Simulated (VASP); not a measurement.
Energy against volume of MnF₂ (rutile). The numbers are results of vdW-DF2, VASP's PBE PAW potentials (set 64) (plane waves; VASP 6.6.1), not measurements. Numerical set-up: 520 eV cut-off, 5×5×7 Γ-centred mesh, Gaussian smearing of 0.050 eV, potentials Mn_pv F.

Shape and ions are relaxed at each volume.

```tsv
V (Å³/atom)	E (eV/atom)
12.952	-4.21496
13.365	-4.22699
13.778	-4.23118
14.192	-4.22878
```

**Question.** Fit these four points and predict the energy of the run at 14.605 Å³/atom.

**Answer.** A cubic in V^(−2/3), the third-order Birch-Murnaghan form, passes through the four points with V0 = 13.82 Å³/atom and B0 = 84 GPa, and gives -4.2209 eV/atom there. The run gave -4.2208 eV/atom, +0.1 meV/atom from the fit; all five points give B0 = 84 GPa.

The compound is MnF2 in the rutile structure. It was relaxed first, which changed the volume by +6 %.
